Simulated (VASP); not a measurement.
Wanted: the native input for a VASP 6.6.1 run.

```yaml
Task: relaxation of cell and atoms
Functional: PBE
Potentials_or_basis: VASP PAW PBE potentials, release 64 (Ta_pv, Al)
Cutoff: 520 eV
k_mesh: 6 × 6 × 7
Occupations: gaussian, width 0.15 eV
Spin: no spin polarisation
Further_INCAR_settings: PREC = Normal; ALGO = Fast; EDIFF = 0.0001; IBRION = 2; EDIFFG = -0.08; NSW = 24; ISIF = 3
```

The structure of TaAl lies in POSCAR:

```
TaAl
1.0
    2.0795653200     -2.5268321600      0.0000000000
    2.0795653200      2.5268321600      0.0000000000
    0.0000000000      0.0000000000      3.0899989000
Ta Al
1 1
Direct
    0.0000000000      0.0000000000      0.0000000000
    0.5000000000      0.5000000000      0.0000000000
```

The cell was built by a generator and needn't be a form met in nature.

These files were run (other wordings do the same):

INCAR

```
SYSTEM = TaAl
PREC     = Normal         ! precision mode
ENCUT    = 520            ! plane-wave cutoff, eV
EDIFF    = 1E-4           ! SCF threshold, eV
ISMEAR   = 0              ! smearing method
SIGMA    = 0.15           ! smearing width, eV
LREAL    = .False.        ! projectors in reciprocal space
LASPH    = .True.         ! aspherical terms in the spheres
NELM     = 60             ! most SCF steps
ALGO     = Fast           ! electronic algorithm
ISIF     = 3              ! what is computed and relaxed
LWAVE    = .False.        ! write WAVECAR
LCHARG   = .False.        ! write CHGCAR
GGA      = PE             ! functional
IBRION   = 2              ! ionic algorithm
NSW      = 24             ! ionic steps
EDIFFG   = -0.08          ! ionic threshold
```

KPOINTS

```
regular mesh
0
Gamma
  6 6 7
  0 0 0
```

Potentials or basis: VASP PAW PBE potentials, release 64 (Ta_pv, Al).

Launch:

```bash
$ cat potpaw_PBE.64/Ta_pv/POTCAR potpaw_PBE.64/Al/POTCAR > POTCAR
$ mpirun -np 1 vasp_std > vasp.out
```

It gave:

```yaml
Relaxed_volume: 19.36 Å³/atom
Relaxed_cell: a = 3.761 Å, b = 3.761 Å, c = 2.738 Å, α = 90.00°, β = 90.00°, γ = 89.87°
Space_group_after_relaxing_to_0.05_Å: P4/mmm (No. 123)
Energy_gained_by_relaxing: 2134.8 meV/atom
Ionic_steps: 14
Pressure_after_relaxing: 0.1 GPa
Band_gap_on_the_k_mesh: none (metal or under the smearing width)
```

Caveat: the volume moved by over 15 % at a fixed basis, so the end points are rough.

It took 41 s on 1 thread of AMD EPYC 9R14 (Zen 4), on a shared host, peak memory 0.11 GiB.
